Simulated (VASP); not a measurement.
# Li2TiSeS4 (C2) in VASP: single point with r2SCAN

Aim: the single point of Li2TiSeS4 with r2SCAN.

Program: VASP 6.6.1. These are calculated values, not measurements. Logs are shortened: lines on timing, memory, paths and dates and some standing lists are left out, and cuts for length are marked.

**1. The structure**

Symmetry: C2, No. 5, monoclinic system. The conventional cell has a = 8.761 Å, b = 8.892 Å, c = 6.213 Å, α = 90.00°, β = 134.74°, γ = 90.00°. Ti (site symmetry 2) has 4 S at 2.36 to 2.37 Å as nearest neighbours. Se (site symmetry 2) has 4 S at 2.24 to 2.25 Å as nearest neighbours. Li (site symmetry 2) is surrounded by 4 S at 2.57 to 2.91 Å. Li (site symmetry 2) has 4 S at 2.45 to 2.71 Å as nearest neighbours. Around S (site symmetry 1) lie 1 Se at 2.24 Å and 1 Ti at 2.37 Å and 1 Li at 2.57 Å. Around S (site symmetry 1) lie 1 Se at 2.25 Å and 1 Ti at 2.36 Å and 1 Li at 2.45 Å.

The cell was built by a generator and needn't be a form met in nature.

**2. Single point, r2SCAN**

The input, POSCAR:

```
Li2TiSeS4
1.0
    4.3803098300      4.4459058100      0.0000000000
    4.3803098300     -4.4459058100      0.0000000000
    4.3870115600      0.0000000000     -4.4131268900
Ti Se Li S
1 1 2 4
Direct
    0.0054000000      0.9946000000      0.5000000000
    0.2550500000      0.7449500000      0.0000000000
    0.7966000000      0.2034000000      0.0000000000
    0.5373000000      0.4627000000      0.5000000000
    0.6156000000      0.8502000000      0.9741000000
    0.1498000000      0.3844000000      0.0259000000
    0.3335000000      0.0803000000      0.5618000000
    0.9197000000      0.6665000000      0.4382000000
```

The input, INCAR.step1:

```
SYSTEM = Li2TiSeS4
PREC = Accurate ; ENCUT = 520
ISMEAR = -1 ; SIGMA = 0.1
LREAL = .False. ; LASPH = .True.
NELM = 100 ; NBANDS = 34
GGA = PE ; ALGO = Normal
EDIFF = 1E-4 ; LWAVE = .True.
LCHARG = .False.
```

The input, INCAR.step2:

```
SYSTEM = Li2TiSeS4
PREC = Accurate ; ENCUT = 520
EDIFF = 1E-7 ; ISMEAR = -1
SIGMA = 0.1 ; LREAL = .False.
LASPH = .True. ; NELM = 100
ALGO = Normal ; ISIF = 2
LWAVE = .False. ; LCHARG = .True.
METAGGA = R2SCAN ; LMIXTAU = .True.
LELF = .True. ; LVHAR = .True.
NBANDS = 34 ; ISTART = 1
```

The input, KPOINTS:

```
regular mesh
0
Gamma
  4 4 4
  0 0 0
```

Potentials or basis: VASP PAW PBE potentials, release 64 (Ti_sv, Se, Li_sv, S).

The run is started by

```bash
$ cat potpaw_PBE.64/Ti_sv/POTCAR potpaw_PBE.64/Se/POTCAR potpaw_PBE.64/Li_sv/POTCAR potpaw_PBE.64/S/POTCAR > POTCAR
$ cp INCAR.step1 INCAR
$ mpirun -np 1 vasp_std > vasp.out
$ cp INCAR.step2 INCAR
$ mpirun -np 1 vasp_std > vasp.out
```

OUTCAR:

```text
SYSTEM = Li2TiSeS4
   PREC = Accurate
   ENCUT = 520
   EDIFF = 1E-7
   ISMEAR = -1
   LREAL = .False.
   LASPH = .True.
   NELM = 100
   ISIF = 2
   METAGGA = R2SCAN
   ISTART = 1

 ion  position               nearest neighbor table
   1  0.005  0.995  0.500-   7 2.36   8 2.36   5 2.37   6 2.37
   2  0.255  0.745  0.000-   5 2.24   6 2.24   7 2.25   8 2.25
   3  0.797  0.203  0.000-   5 2.57   6 2.57
   4  0.537  0.463  0.500-   7 2.45   8 2.45
   5  0.616  0.850  0.974-   2 2.24   1 2.37   3 2.57
   6  0.150  0.384  0.026-   2 2.24   1 2.37   3 2.57
   7  0.334  0.080  0.562-   2 2.25   1 2.36   4 2.45
   8  0.920  0.666  0.438-   2 2.25   1 2.36   4 2.45

  LATTYP: Found a base centered monoclinic cell.
 ALAT       =     8.7606196600
 B/A-ratio  =     1.0149751918
 C/A-ratio  =     0.7092218332
 COS(beta)  =    -0.7039194129

  Lattice vectors:

 A1 = (   4.3803098300,   4.4459058100,   0.0000000000)
 A2 = (   4.3803098300,  -4.4459058100,   0.0000000000)
 A3 = (  -4.3736081000,   0.0000000000,  -4.4131268900)

Analysis of symmetry for initial positions (statically):
=====================================================================
 Subroutine PRICEL returns:
 Original cell was already a primitive cell.

 Routine SETGRP: Setting up the symmetry group for a
 base centered monoclinic supercell.

 Subroutine GETGRP returns: Found  2 space group operations
 (whereof  2 operations were pure point group operations)
 out of a pool of  4 trial point group operations.

The static configuration has the point symmetry C_2 .

Analysis of symmetry for dynamics (positions and initial velocities):
=====================================================================
 Subroutine PRICEL returns:
 Original cell was already a primitive cell.

 Routine SETGRP: Setting up the symmetry group for a
 base centered monoclinic supercell.

 Subroutine GETGRP returns: Found  2 space group operations
 (whereof  2 operations were pure point group operations)
 out of a pool of  4 trial point group operations.

The dynamic configuration has the point symmetry C_2 .

 Subroutine INISYM returns: Found  2 space group operations
 (whereof  2 operations are pure point group operations),
 and found     1 'primitive' translations

----------------------------------------------------------------------------------------

                                     Primitive cell

  volume of cell :     171.8864

  direct lattice vectors                    reciprocal lattice vectors
     4.380309830  4.445905810  0.000000000     0.114147177  0.112463021  0.113471694
     4.380309830 -4.445905810  0.000000000     0.114147177 -0.112463021  0.113471694
     4.387011560  0.000000000 -4.413126890     0.000000000  0.000000000 -0.226596702

  length of vectors
     6.241249288  6.241249288  6.222664974     0.196350030  0.196350030  0.226596702

  position of ions in fractional coordinates (direct lattice)
     0.005400000  0.994600000  0.500000000
     0.255050000  0.744950000  0.000000000
     0.796600000  0.203400000  0.000000000
     0.537300000  0.462700000  0.500000000
     0.615600000  0.850200000  0.974100000
     0.149800000  0.384400000  0.025900000
     0.333500000  0.080300000  0.561800000
     0.919700000  0.666500000  0.438200000

  ion indices of the primitive-cell ions
   primitive index   ion index
                 1           1
                 2           2
                 3           3
                 4           4
                 5           5
                 6           6
                 7           7
                 8           8

----------------------------------------------------------------------------------------

 KPOINTS: regular mesh

Automatic generation of k-mesh.
 Grid dimensions read from file:
 generate k-points for:    4    4    4

 Generating k-lattice:

  Cartesian coordinates                     Fractional coordinates (reciprocal lattice)
     0.028536794  0.028115755  0.028367923     0.250000000  0.000000000  0.000000000
     0.028536794 -0.028115755  0.028367923     0.000000000  0.250000000  0.000000000
     0.000000000  0.000000000 -0.056649176     0.000000000  0.000000000  0.250000000

  Length of vectors
     0.049087508  0.049087508  0.056649176

  Shift w.r.t. Gamma in fractional coordinates (k-lattice)
     0.000000000  0.000000000  0.000000000

 Subroutine IBZKPT returns following result:
 ===========================================

 Found     24 irreducible k-points:

 Following reciprocal coordinates:
            Coordinates               Weight
  0.000000  0.000000  0.000000      1.000000
  0.250000 -0.000000 -0.000000      4.000000
  0.500000 -0.000000 -0.000000      2.000000
  0.250000  0.250000 -0.000000      2.000000
  0.500000  0.250000 -0.000000      4.000000
 -0.250000  0.250000  0.000000      2.000000
[... 16 lines left out ...]
 -0.250000  0.250000  0.500000      2.000000
  0.500000  0.500000  0.500000      1.000000
   k-points           NKPTS =     24   k-points in BZ     NKDIM =     24   number of bands    NBANDS=     34
   number of dos      NEDOS =    301   number of ions     NIONS =      8
   total plane-waves  NPLWV = 110592
   dimension x,y,z NGX =    48 NGY =   48 NGZ =   48
   dimension x,y,z NGXF=    96 NGYF=   96 NGZF=   96
   ions per type =               1   1   2   4
   NGX,Y,Z   is equivalent  to a cutoff of  12.79, 12.79, 12.82 a.u.
   NGXF,Y,Z  is equivalent  to a cutoff of  25.57, 25.57, 25.65 a.u.
 SYSTEM =  Li2TiSeS4
   PREC   = accura    normal or accurate (medium, high low for compatibility)
   ISTART =      1    job   : 0-new  1-cont  2-samecut
   ICHARG =      0    charge: 1-file 2-atom 10-const
   ISPIN  =      1    spin polarized calculation?
   LNONCOLLINEAR =      F non collinear calculations
   LSORBIT =      F    spin-orbit coupling
   LASPH  =      T    aspherical Exc in radial PAW
   ENCUT  =  520.0 eV  38.22 Ry    6.18 a.u.  11.60 11.60 11.57*2*pi/ulx,y,z
   NELM   =    100;   NELMIN=  2; NELMDL=  0     # of ELM steps
   EDIFF  = 0.1E-06   stopping-criterion for ELM
   LREAL  =      F    real-space projection
   EDIFFG = 0.1E-05   stopping-criterion for IOM
   NSW    =      0    number of steps for IOM
   IBRION =     -1    ionic relax: 0-MD 1-quasi-New 2-CG
   NFREE  =      0    steps in history (QN), initial steepest desc. (CG)
   ISIF   =      2    stress and relaxation
   ISYM   =      2    0-nonsym 1-usesym 2-fastsym
   POTIM  = 0.5000    time-step for ionic-motion
   TEBEG  =    0.0;   TEEND  =   0.0 temperature during run
   PSTRESS=    0.0 pullay stress
   NELECT =      48.0000    total number of electrons
   NUPDOWN=      -1.0000    fix difference up-down
   EMIN   =  10.00;   EMAX   =-10.00  energy-range for DOS
   EFERMI =   0.00;   METHOD = LEGACY
   ISMEAR =    -1;   SIGMA  =   0.10  broadening in eV -4-tet -1-fermi 0-gaus
   EFERMI_NEDOS =   21; number of points for ismear=-14 and -15
   IALGO  =     38    algorithm
   IMIX   =      4    mixing-type and parameters
     AMIX     =   0.40;   BMIX     =  1.00
     AMIX_MAG =   1.60;   BMIX_MAG =  1.00
  volume/ion in A,a.u.               =      21.49       144.99
  Fermi-wavevector in a.u.,A,eV,Ry     =   1.070060  2.022120 15.579053  1.145028
  Thomas-Fermi vector in A             =   2.205758
   LORBIT       =      0    0 simple, 1 ext, 2 COOP (PROOUT), +10 PAW based schemes
   METAGGA = R2SCAN    functional components
   LHFCALC =     F    Hartree Fock is set to
   AEXX    =    0.0000 exact exchange contribution
   IVDW    =     0    specifies the selected vdW correction
   LEPSILON=     F    determine dielectric tensor
   LRPA    =     F    only Hartree local field effects (RPA)
 non-spin polarized calculation
  energy-cutoff  :      520.00
  volume of cell :      171.89
 maximum number of plane-waves:      4649
 NGX is ok and might be reduce to    48
   NGX = 23   NGY = 23   NGZ = 23

 number of electron      47.9999991 magnetization

 Free energy of the ion-electron system (eV)
  ---------------------------------------------------
  ext. energy  EPLUGINS =         0.00000000
  ---------------------------------------------------
  free energy    TOTEN  =       -68.74661406 eV

  energy without entropy =      -68.58403349  energy(sigma->0) =      -68.66532378

 E-fermi :   4.4324     XC(G=0):  -9.1045

 val. band max:        4.4291089174   @ k =   0.5000  -0.0000   0.2500
 cond. band min:       4.4345709050   @ k =   0.5000   0.5000  -0.0000
 fundamental gap:      0.0054619875
 Fermi energy:         4.4323696667

 k-point     1 :       0.0000    0.0000    0.0000
  band No.  band energies     occupation
      1     -55.7535      2.00000
      2     -44.7096      2.00000
      3     -44.3711      2.00000
      4     -31.1918      2.00000
      5     -30.9062      2.00000
      6     -30.8950      2.00000
[... 26 lines left out ...]
     33       8.6412      0.00000
     34       8.8094      0.00000

 k-point     2 :       0.2500   -0.0000   -0.0000
  band No.  band energies     occupation
      1     -55.7535      2.00000
      2     -44.7096      2.00000
      3     -44.3711      2.00000
      4     -31.1919      2.00000
      5     -30.9062      2.00000
      6     -30.8950      2.00000
[... 26 lines left out ...]
     33       8.7186      0.00000
     34       9.0723      0.00000

 k-point     3 :       0.5000   -0.0000   -0.0000
  band No.  band energies     occupation
      1     -55.7535      2.00000
      2     -44.7096      2.00000
      3     -44.3711      2.00000
      4     -31.1919      2.00000
      5     -30.9062      2.00000
      6     -30.8950      2.00000
[... 26 lines left out ...]
     33       8.9248      0.00000
     34       9.1704      0.00000
[... 704 lines left out ...]
 k-point    23 :      -0.2500    0.2500    0.5000
  band No.  band energies     occupation
      1     -55.7535      2.00000
      2     -44.7096      2.00000
      3     -44.3711      2.00000
      4     -31.1919      2.00000
      5     -30.9063      2.00000
      6     -30.8950      2.00000
[... 26 lines left out ...]
     33       9.1446      0.00000
     34       9.2270      0.00000

 k-point    24 :       0.5000    0.5000    0.5000
  band No.  band energies     occupation
      1     -55.7535      2.00000
      2     -44.7096      2.00000
      3     -44.3711      2.00000
      4     -31.1919      2.00000
      5     -30.9062      2.00000
      6     -30.8950      2.00000
[... 26 lines left out ...]
     33       8.9256      0.00000
     34       9.6379      0.00000

------------------------ aborting loop because EDIFF is reached ----------------------------------------

  FORCE on cell =-STRESS in cart. coord.  units (eV):
  Direction    XX          YY          ZZ          XY          YZ          ZX
  --------------------------------------------------------------------------------------
  -------------------------------------------------------------------------------------
  Total        5.4828791      3.5754827      3.2492895      0.0000000      0.0000000      0.2061550
  in kB       51.1066903     33.3275790     30.2870861      0.0000000      0.0000000      1.9216001
  external PRESSURE =      38.2404518 kB  Pullay stress =       0.0000000 kB

 VOLUME and BASIS-vectors are now :
 -----------------------------------------------------------------------------
  energy-cutoff  :      520.00
  volume of cell :      171.89
      direct lattice vectors                 reciprocal lattice vectors
     4.380309830  4.445905810  0.000000000     0.114147177  0.112463021  0.113471694
     4.380309830 -4.445905810  0.000000000     0.114147177 -0.112463021  0.113471694
     4.387011560  0.000000000 -4.413126890     0.000000000  0.000000000 -0.226596702

 POSITION                                       TOTAL-FORCE (eV/Angst)
 -----------------------------------------------------------------------------------
      6.57382     -4.39789     -2.20656        -0.000000     -0.016174      0.000000
      4.38031     -2.17805      0.00000         0.000000     -0.037676      0.000000
      4.38031      2.63731      0.00000        -0.000000     -0.108488      0.000000
      6.57382      0.33166     -2.20656         0.000000     -0.267046      0.000000
     10.69405     -1.04301     -4.29883         2.393011      1.240078      0.544545
      2.45359     -1.04301     -0.11430        -2.393011      1.240078     -0.544545
      4.27720      1.12570     -2.47929        -0.550201     -1.025386      2.207906
      8.87044      1.12570     -1.93383         0.550201     -1.025386     -2.207906
 -----------------------------------------------------------------------------------
    total drift:                               -0.000000     -0.014589     -0.000000

  FREE ENERGIE OF THE ION-ELECTRON SYSTEM (eV)
  ---------------------------------------------------
  free  energy   TOTEN  =       -68.7466140641 eV

  energy  without entropy=      -68.5840334935  energy(sigma->0) =      -68.66532378
```

It took 9.3 min on 1 thread of Intel Xeon Platinum 8488C (Sapphire Rapids), shared host; peak memory 0.45 GiB.

What came out:

| Item | Value |
| --- | --- |
| Free energy | -68.7466 eV |
| Largest force | 2.750 eV/Å |
| Band gap on the k mesh | none (metal or under the smearing width) |

Forces in eV/Å, atoms in the order of the input:
```
Ti   0.000 -0.016  0.000
Se   0.000 -0.038  0.000
Li   0.000 -0.108  0.000
Li   0.000 -0.267  0.000
S    2.393  1.240  0.545
S   -2.393  1.240 -0.545
S   -0.550 -1.025  2.208
S    0.550 -1.025 -2.208
```

Levels at points of the mesh, in eV from the Fermi level:
| k point | band 22 | band 23 | band 24 | band 25 | band 26 | band 27 |
| --- | --- | --- | --- | --- | --- | --- |
| (0.00, 0.00, 0.00) | -3.36 | -1.10 | -0.74 | 0.65 | 0.96 | 1.09 |
| (0.50, 0.00, 0.00) | -3.19 | -1.70 | -0.05 | 0.22 | 0.64 | 0.87 |
| (0.50, 0.50, 0.00) | -3.32 | -2.45 | -0.09 | 0.00 | 0.18 | 1.18 |
| (0.00, 0.00, 0.50) | -3.40 | -1.36 | -0.58 | 0.08 | 0.40 | 1.15 |
| (0.50, 0.00, 0.50) | -3.17 | -1.67 | -0.03 | 0.23 | 0.63 | 0.85 |
| (0.50, 0.50, 0.50) | -3.35 | -1.36 | -0.59 | 0.09 | 0.38 | 1.11 |

Caveat: the cutoff is under 1.25 times the usual one of these potentials, so pressure, stress and relaxed cells hold a basis-set (Pulay) error; the PAW data sets were made with another functional, which shifts forces and pressure a little.
